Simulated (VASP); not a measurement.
Calculation: revTPSS meta-GGA, VASP's PBE PAW potentials (set 64) (plane waves; VASP 6.6.1).

VASP ran on this input.

File KPOINTS:
```
Automatic mesh
0
Gamma
7 7 4
0 0 0
```

**INCAR**
```
ALGO = Normal
EDIFF = 1E-6
EDIFFG = -0.02
ENCUT = 520
IBRION = 2
ISIF = 3
ISMEAR = 0
LASPH = T
LCHARG = F
LMAXMIX = 6
LMIXTAU = T
LREAL = F
LWAVE = F
METAGGA = RTPSS
NELM = 100
NSW = 60
PREC = Accurate
SIGMA = 0.05
SYSTEM = PtS2
```

### POSCAR
```
PtS2
1
    1.7776549541    -3.0789887701    -0.0000000000
    1.7776549541     3.0789887701     0.0000000000
    0.0000000000     0.0000000000     5.6488287740
Pt S
1 2
Direct
  0.0000000000   0.0000000000   1.0000000000
  0.3333330000   0.6666670000   0.2116693304
  0.6666670000   0.3333330000   0.7883306696
```

POTCAR, in this order: Pt S (PBE.64 set). Program: vasp_std.

Without a dispersion term in the relaxation, distances and binding between the weakly bound layers, chains or molecules are unreliable, and so is what depends on them.

**Question.** Predict the energy per atom (σ→0), volume per atom.

**Answer.** 
```json
{
  "energy per atom (σ→0)": "7.779 eV/atom",
  "volume_per_atom": "20.78 Å³/atom"
}
```

OSZICAR:
```
...
DAV:   2     0.233381351828E+02    0.73175E-05   -0.24619E-05  1064   0.345E-02    0.814E-03
DAV:   3     0.233381358045E+02    0.62173E-06   -0.58431E-06  1050   0.191E-02
   6 F= 0.23338136E+02 E0= 0.23338136E+02  d E =-.526939E-02
       N       E                     dE             d eps       ncg     rms          rms(c)
DAV:   1     0.233381302809E+02   -0.49019E-05   -0.51285E-04   889   0.170E-01    0.195E-02
DAV:   2     0.233381389738E+02    0.86929E-05   -0.23229E-05  1050   0.327E-02    0.909E-03
DAV:   3     0.233381396209E+02    0.64704E-06   -0.55658E-06  1036   0.188E-02
   7 F= 0.23338140E+02 E0= 0.23338140E+02  d E =-.526558E-02
```

The compound is PtS2 in the 1T layered structure. This run relaxes it. Symmetry was kept, so distortions that lower it aren't found. The start is the result of an earlier pass.
